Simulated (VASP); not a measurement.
Input:

```
BiB
1.0
    0.00000     2.57933     2.57933
    2.57933     0.00000     2.57933
    2.57933     2.57933     0.00000
B Bi
1 1
Direct
  0.00000   0.00000   0.00000
  0.25000   0.25000   0.25000
```

Method: PBEsol GGA, VASP's PBE PAW potentials (set 64) (plane waves; VASP). Run with 620 eV cut-off, 9×9×9 Γ-centred mesh, Gaussian smearing of 0.050 eV, potentials B Bi_d.

Predict the energy per atom (σ→0), pressure.

| Property | Result |
|---|---|
| energy per atom (σ→0) | -4.715 eV/atom |
| pressure | 19.95 GPa |

Total energies compare only between runs with the same potentials, cut-off and functional.

The structure was generated: BBi was put into the zinc blende type (F-43m), which need not be its known phase. It was relaxed first under an external pressure of 20 GPa.
